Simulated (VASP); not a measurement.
# PmS (P-6m2) in VASP: a series of runs

The runs below take PmS through single point, with r2SCAN+U.

Program: VASP 6.6.1. These are calculated values, not measurements. Logs are shortened: lines on timing, memory, paths and dates and some standing lists are left out, and cuts for length are marked.

## Step 1: The crystal as given

The structure is hexagonal, space group P-6m2 (No. 187). Conventional cell: a = 3.755 Å, b = 3.755 Å, c = 3.665 Å, α = 90.00°, β = 90.00°, γ = 120.00°. Pm (site symmetry -6m2) is surrounded by 6 S at 2.84 Å. S (site symmetry -6m2) has 6 Pm at 2.84 Å as nearest neighbours.

The cell comes from a database or a generator and needn't be the stable form of this composition.

## Step 2: Single point, r2SCAN+U

Contents of INCAR:

```
ALGO = Normal ; EDIFF = 1E-6
ENCUT = 520 ; ISIF = 2
ISMEAR = 0 ; LASPH = T
LCHARG = T ; LDAU = T
LDAUJ = 0 0 ; LDAUL = 3 -1
LDAUPRINT = 1 ; LDAUTYPE = 2
LDAUU = 7 0 ; LELF = T
LMAXMIX = 6 ; LMIXTAU = T
LREAL = F ; LVHAR = T
LWAVE = F ; METAGGA = R2SCAN
NELM = 150 ; PREC = Accurate
SIGMA = 0.05
```

Contents of KPOINTS:

```
k-points
0
Gamma
  6 6 5
```

Contents of POSCAR:

```
PmS
1.0
    3.7551346500      0.0000000000      0.0000000000
   -1.8775673200      3.2520420000      0.0000000000
    0.0000000000      0.0000000000      3.6648253700
Pm S
1 1
Direct
    0.0000000000      0.0000000000      0.0000000000
    0.6666666667      0.3333333333      0.5000000000
```

Potentials or basis: VASP PAW PBE potentials, release 64 (Pm, S).

Command:

```sh
> cat potpaw_PBE.64/Pm/POTCAR potpaw_PBE.64/S/POTCAR > POTCAR
> mpirun -np 1 vasp_std > vasp.out
```

OUTCAR:

```text
EDIFF = 1E-6
   ENCUT = 520
   ISIF = 2
   ISMEAR = 0
   LASPH = T
   LREAL = F
   METAGGA = R2SCAN
   NELM = 150
   PREC = Accurate

 ion  position               nearest neighbor table
   1  0.000  0.000  0.000-   2 2.84   2 2.84   2 2.84   2 2.84   2 2.84   2 2.84
   2  0.667  0.333  0.500-   1 2.84   1 2.84   1 2.84   1 2.84   1 2.84   1 2.84

  LATTYP: Found a hexagonal cell.
 ALAT       =     3.7551346500
 C/A-ratio  =     0.9759504549

  Lattice vectors:

 A1 = (   3.7551346500,   0.0000000000,   0.0000000000)
 A2 = (  -1.8775673200,   3.2520420000,   0.0000000000)
 A3 = (   0.0000000000,   0.0000000000,   3.6648253700)

Analysis of symmetry for initial positions (statically):
=====================================================================
 Subroutine PRICEL returns:
 Original cell was already a primitive cell.

 Routine SETGRP: Setting up the symmetry group for a
 hexagonal supercell.

 Subroutine GETGRP returns: Found 12 space group operations
 (whereof 12 operations were pure point group operations)
 out of a pool of 24 trial point group operations.

The static configuration has the point symmetry D_3h.

Analysis of symmetry for dynamics (positions and initial velocities):
=====================================================================
 Subroutine PRICEL returns:
 Original cell was already a primitive cell.

 Routine SETGRP: Setting up the symmetry group for a
 hexagonal supercell.

 Subroutine GETGRP returns: Found 12 space group operations
 (whereof 12 operations were pure point group operations)
 out of a pool of 24 trial point group operations.

The dynamic configuration has the point symmetry D_3h.

 Subroutine INISYM returns: Found 12 space group operations
 (whereof 12 operations are pure point group operations),
 and found     1 'primitive' translations

----------------------------------------------------------------------------------------

                                     Primitive cell

  volume of cell :      44.7543

  direct lattice vectors                    reciprocal lattice vectors
     3.755134650  0.000000000  0.000000000     0.266302035  0.153749551  0.000000000
    -1.877567320  3.252042000  0.000000000     0.000000000  0.307499104  0.000000000
     0.000000000  0.000000000  3.664825370     0.000000000  0.000000000  0.272864297

  length of vectors
     3.755134650  3.755134646  3.664825370     0.307499103  0.307499104  0.272864297

  position of ions in fractional coordinates (direct lattice)
     0.000000000  0.000000000  0.000000000
     0.666666667  0.333333333  0.500000000

  ion indices of the primitive-cell ions
   primitive index   ion index
                 1           1
                 2           2

----------------------------------------------------------------------------------------

 KPOINTS: k-points

[... 91 lines left out ...]
   J (eV)           for each species LDAUJ =   0.0  0.0
   METAGGA = R2SCAN    functional components
   LHFCALC =     F    Hartree Fock is set to
   AEXX    =    0.0000 exact exchange contribution
   IVDW    =     0    specifies the selected vdW correction
   LEPSILON=     F    determine dielectric tensor
   LRPA    =     F    only Hartree local field effects (RPA)
 non-spin polarized calculation
 Gauss-broadening in eV      SIGMA  =   0.05
  energy-cutoff  :      520.00
  volume of cell :       44.75
 maximum number of plane-waves:      1222
 NGX is ok and might be reduce to    28
   NGX = 13   NGY = 13   NGZ = 13

atom =   1  type =  1  l = 3

 onsite density matrix

spin component  1

  0.0035 -0.0000 -0.0000  0.0000 -0.0000  0.0000 -0.0000
 -0.0000  0.0087 -0.0000 -0.0000 -0.0000  0.0000  0.0000
 -0.0000 -0.0000  0.0058 -0.0000  0.0000 -0.0000  0.0000
  0.0000 -0.0000 -0.0000  0.9828  0.0000 -0.0000  0.0000
 -0.0000 -0.0000  0.0000  0.0000  0.0058 -0.0000 -0.0000
  0.0000  0.0000 -0.0000 -0.0000 -0.0000  0.0087 -0.0000
 -0.0000  0.0000  0.0000  0.0000 -0.0000 -0.0000  0.9821

spin component  2

  0.0035 -0.0000 -0.0000  0.0000 -0.0000  0.0000 -0.0000
 -0.0000  0.0087 -0.0000 -0.0000 -0.0000  0.0000  0.0000
 -0.0000 -0.0000  0.0058 -0.0000  0.0000 -0.0000  0.0000
  0.0000 -0.0000 -0.0000  0.9828  0.0000 -0.0000  0.0000
 -0.0000 -0.0000  0.0000  0.0000  0.0058 -0.0000 -0.0000
  0.0000  0.0000 -0.0000 -0.0000 -0.0000  0.0087 -0.0000
 -0.0000  0.0000  0.0000  0.0000 -0.0000 -0.0000  0.9821

 occupancies and eigenvectors

  o =  0.0035  v =  1.0000  0.0000  0.0000  0.0000  0.0000 -0.0000  0.0000  0.0000  0.0000  0.0000  0.0000  0.0000  0.0000  0.0000      0.0000  0.0000  0.0000  0.0000  0.0000  0.0000  0.0000  0.0000  0.0000  0.0000  0.0000  0.0000  0.0000  0.0000
  o =  0.0035  v =  0.0000  0.0000  0.0000  0.0000  0.0000  0.0000  0.0000  1.0000  0.0000  0.0000  0.0000  0.0000 -0.0000  0.0000      0.0000  0.0000  0.0000  0.0000  0.0000  0.0000  0.0000  0.0000  0.0000  0.0000  0.0000  0.0000  0.0000  0.0000
  o =  0.0058  v = -0.0000  0.0000 -0.8040 -0.0000  0.5946 -0.0000  0.0000  0.0000  0.0000  0.0000  0.0000  0.0000  0.0000  0.0000      0.0000  0.0000  0.0000  0.0000  0.0000  0.0000  0.0000  0.0000  0.0000  0.0000  0.0000  0.0000  0.0000  0.0000
  o =  0.0058  v =  0.0000  0.0000  0.0000  0.0000  0.0000  0.0000  0.0000 -0.0000  0.0000 -0.8040 -0.0000  0.5946 -0.0000  0.0000      0.0000  0.0000  0.0000  0.0000  0.0000  0.0000  0.0000  0.0000  0.0000  0.0000  0.0000  0.0000  0.0000  0.0000
  o =  0.0058  v = -0.0000 -0.0000  0.5946  0.0000  0.8040  0.0000 -0.0000  0.0000  0.0000  0.0000  0.0000  0.0000  0.0000  0.0000      0.0000  0.0000  0.0000  0.0000  0.0000  0.0000  0.0000  0.0000  0.0000  0.0000  0.0000  0.0000  0.0000  0.0000
  o =  0.0058  v =  0.0000  0.0000  0.0000  0.0000  0.0000  0.0000  0.0000 -0.0000 -0.0000  0.5946  0.0000  0.8040  0.0000 -0.0000      0.0000  0.0000  0.0000  0.0000  0.0000  0.0000  0.0000  0.0000  0.0000  0.0000  0.0000  0.0000  0.0000  0.0000
  o =  0.0087  v = -0.0000  0.7574  0.0000  0.0000 -0.0000 -0.6530 -0.0000  0.0000  0.0000  0.0000  0.0000  0.0000  0.0000  0.0000      0.0000  0.0000  0.0000  0.0000  0.0000  0.0000  0.0000  0.0000  0.0000  0.0000  0.0000  0.0000  0.0000  0.0000
  o =  0.0087  v =  0.0000  0.0000  0.0000  0.0000  0.0000  0.0000  0.0000 -0.0000  0.7574  0.0000  0.0000 -0.0000 -0.6530 -0.0000      0.0000  0.0000  0.0000  0.0000  0.0000  0.0000  0.0000  0.0000  0.0000  0.0000  0.0000  0.0000  0.0000  0.0000
  o =  0.0087  v =  0.0000  0.0000  0.0000  0.0000  0.0000  0.0000  0.0000  0.0000 -0.6530 -0.0000 -0.0000  0.0000 -0.7574 -0.0000      0.0000  0.0000  0.0000  0.0000  0.0000  0.0000  0.0000  0.0000  0.0000  0.0000  0.0000  0.0000  0.0000  0.0000
  o =  0.0087  v =  0.0000 -0.6530 -0.0000 -0.0000  0.0000 -0.7574 -0.0000  0.0000  0.0000  0.0000  0.0000  0.0000  0.0000  0.0000      0.0000  0.0000  0.0000  0.0000  0.0000  0.0000  0.0000  0.0000  0.0000  0.0000  0.0000  0.0000  0.0000  0.0000
  o =  0.9821  v =  0.0000  0.0000  0.0000  0.0000  0.0000  0.0000  0.0000 -0.0000 -0.0000  0.0000 -0.0000 -0.0000 -0.0000  1.0000      0.0000  0.0000  0.0000  0.0000  0.0000  0.0000  0.0000  0.0000  0.0000  0.0000  0.0000  0.0000  0.0000  0.0000
  o =  0.9821  v = -0.0000 -0.0000  0.0000 -0.0000 -0.0000 -0.0000  1.0000  0.0000  0.0000  0.0000  0.0000  0.0000  0.0000  0.0000      0.0000  0.0000  0.0000  0.0000  0.0000  0.0000  0.0000  0.0000  0.0000  0.0000  0.0000  0.0000  0.0000  0.0000
  o =  0.9828  v =  0.0000 -0.0000 -0.0000  1.0000  0.0000 -0.0000  0.0000  0.0000  0.0000  0.0000  0.0000  0.0000  0.0000  0.0000      0.0000  0.0000  0.0000  0.0000  0.0000  0.0000  0.0000  0.0000  0.0000  0.0000  0.0000  0.0000  0.0000  0.0000
  o =  0.9828  v =  0.0000  0.0000  0.0000  0.0000  0.0000  0.0000  0.0000  0.0000 -0.0000 -0.0000  1.0000  0.0000 -0.0000  0.0000      0.0000  0.0000  0.0000  0.0000  0.0000  0.0000  0.0000  0.0000  0.0000  0.0000  0.0000  0.0000  0.0000  0.0000

 number of electron      20.9999996 magnetization

 Free energy of the ion-electron system (eV)
  ---------------------------------------------------
  ext. energy  EPLUGINS =         0.00000000
  ---------------------------------------------------
  free energy    TOTEN  =       -41.37960935 eV

  energy without entropy =      -41.37708474  energy(sigma->0) =      -41.37834705

 E-fermi :   8.2678     XC(G=0): -11.2616

 val. band max:        8.2014431547   @ k =   0.1667   0.1667   0.2000
 cond. band min:       8.3077066056   @ k =   0.3333   0.0000   0.4000
 fundamental gap:      0.1062634509
 Fermi energy:         8.2678121426

 k-point     1 :       0.0000    0.0000    0.0000
  band No.  band energies     occupation
      1     -32.6245      2.00000
      2     -12.5226      2.00000
      3     -12.2264      2.00000
      4     -12.2264      2.00000
      5      -6.8268      2.00000
      6       2.3183      2.00000
      7       2.8461      2.00000
      8       4.4310      2.00000
      9       4.4311      2.00000
     10       5.3900      2.00000
     11       6.6414      2.00000
     12       9.3934      0.00000
     13       9.3934      0.00000
     14       9.6764      0.00000
[... 326 lines left out ...]
      1     -32.5199      2.00000
      2     -12.9137      2.00000
      3     -12.7008      2.00000
      4     -12.5924      2.00000
      5      -6.0300      2.00000
      6       2.2017      2.00000
      7       2.4463      2.00000
      8       2.6871      2.00000
      9       3.1587      2.00000
     10       4.4029      2.00000
     11       9.1249      0.00000
     12       9.4079      0.00000
     13       9.5706      0.00000
     14      10.4657      0.00000

------------------------ aborting loop because EDIFF is reached ----------------------------------------

  FORCE on cell =-STRESS in cart. coord.  units (eV):
  Direction    XX          YY          ZZ          XY          YZ          ZX
  --------------------------------------------------------------------------------------
  -------------------------------------------------------------------------------------
  Total        1.3339991      1.3339991      1.0946552      0.0000000      0.0000000      0.0000000
  in kB       47.7563561     47.7563560     39.1879884      0.0000001      0.0000000      0.0000000
  external PRESSURE =      44.9002335 kB  Pullay stress =       0.0000000 kB

 VOLUME and BASIS-vectors are now :
 -----------------------------------------------------------------------------
  energy-cutoff  :      520.00
  volume of cell :       44.75
      direct lattice vectors                 reciprocal lattice vectors
     3.755134650  0.000000000  0.000000000     0.266302035  0.153749551  0.000000000
    -1.877567320  3.252042000  0.000000000     0.000000000  0.307499104  0.000000000
     0.000000000  0.000000000  3.664825370     0.000000000  0.000000000  0.272864297

 POSITION                                       TOTAL-FORCE (eV/Angst)
 -----------------------------------------------------------------------------------
      0.00000      0.00000      0.00000        -0.000000      0.000000      0.000000
      1.87757      1.08401      1.83241         0.000000      0.000000      0.000000
 -----------------------------------------------------------------------------------
    total drift:                               -0.000000      0.000000      0.000000

  FREE ENERGIE OF THE ION-ELECTRON SYSTEM (eV)
  ---------------------------------------------------
  free  energy   TOTEN  =       -41.3796093512 eV

  energy  without entropy=      -41.3770847428  energy(sigma->0) =      -41.37834705
```

Run time: 50 s. Hardware: 1 thread of Intel Xeon 6975P-C (Granite Rapids), shared host; peak memory 0.18 GiB.

What came out:

```
Free energy            : -41.3796 eV
Pressure               : 4.5 GPa
Band gap on the k mesh : none (metal or under the smearing width)
```

Levels at points of the mesh, in eV from the Fermi level:
```tsv
k point	band 8	band 9	band 10	band 11	band 12	band 13	band 14
(0.00, 0.00, 0.00)	-3.84	-3.84	-2.88	-1.63	1.13	1.13	1.41
(0.50, 0.00, 0.00)	-5.59	-4.36	-3.34	-1.26	1.21	1.27	1.87
```

Eigenvalues of the final occupation matrices:
```csv
site,spin,trace,eigenvalues
site 1 f,1,2.00,0.00 0.01 0.01 0.01 0.01 0.98 0.98
site 1 f,2,2.00,0.00 0.01 0.01 0.01 0.01 0.98 0.98
```

Caveat: the PAW data sets were made with another functional, which shifts forces and pressure a little; U without spin polarisation on a metal has little footing.

## Step 3: Single point, r2SCAN+U

Contents of INCAR:

```
SYSTEM = PmS
  PREC = Accurate
  ENCUT = 520
  EDIFF = 1E-6
  ISMEAR = 0
  SIGMA = 0.05
  LREAL = .False.
  LASPH = .True.
  NELM = 120
  ALGO = Normal
  ISIF = 2
  LWAVE = .False.
  LCHARG = .True.
  LMAXMIX = 6
  LDAU = .True.
  LDAUTYPE = 2
  LDAUL = 3 -1
  LDAUU = 4 0
  LDAUJ = 0 0
  LDAUPRINT = 1
  METAGGA = R2SCAN
  LMIXTAU = .True.
  LELF = .True.
  LVHAR = .True.
  NBANDS = 18
```

Contents of KPOINTS:

```
regular mesh
0
Gamma
  6 6 5
  0 0 0
```

POSCAR is that of step 2.

Potentials or basis: VASP PAW PBE potentials, release 64 (Pm, S).

Command:

```sh
> cat potpaw_PBE.64/Pm/POTCAR potpaw_PBE.64/S/POTCAR > POTCAR
> mpirun -np 1 vasp_std > vasp.out
```

It took 64 s on 1 thread of Intel Xeon 6975P-C (Granite Rapids), shared host; peak memory 0.17 GiB.

It converged, with:

| Item | Value |
| --- | --- |
| Free energy | -41.6457 eV |
| Pressure | 4.2 GPa |
| Band gap on the k mesh | none (metal or under the smearing width) |

Stress tensor (GPa, compression positive):
```
4.61 0.00 0.00
0.00 4.61 0.00
0.00 0.00 3.35
```

Levels at points of the mesh, in eV from the Fermi level:
```tsv
k point	band 8	band 9	band 10	band 11	band 12	band 13	band 14	band 15
(0.00, 0.00, 0.00)	-3.83	-3.46	-2.51	-1.55	0.16	0.16	1.09	1.12
(0.50, 0.00, 0.00)	-3.90	-3.71	-3.10	-1.20	0.29	0.30	1.02	1.39
```

Eigenvalues of the final occupation matrices:
| site | spin | trace | eigenvalues |
| --- | --- | --- | --- |
| site 1 f | 1 | 2.03 | 0.01 0.01 0.01 0.03 0.03 0.98 0.98 |
| site 1 f | 2 | 2.03 | 0.01 0.01 0.01 0.03 0.03 0.98 0.98 |

Caveat: the PAW data sets were made with another functional, which shifts forces and pressure a little; U without spin polarisation on a metal has little footing.
